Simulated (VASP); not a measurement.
```
CELL_PARAMETERS angstrom
     -1.67711     1.67711     1.67711
      1.67711    -1.67711     1.67711
      1.67711     1.67711    -1.67711
ATOMIC_POSITIONS crystal
  Nb 0.00000 0.00000 0.00000
```

All values below come from rev-vdW-DF2, VASP's PBE PAW potentials (set 64) (plane waves; VASP). Settings: 520 eV cut-off, 16×16×16 Γ-centred mesh, first-order Methfessel-Paxton smearing of 0.10 eV, potentials Nb_sv.

**Question.** Give the stress tensor in GPa (positive for a compressed cell).

**Answer.** 
```
-9.51   0.00   0.00
 0.00  -9.51   0.00
 0.00   0.00  -9.51
```
The pressure is its mean diagonal, -9.51 GPa.

The compound is Nb in the bcc structure. This cell is one point of a volume scan, at 1.06 of the reference volume.
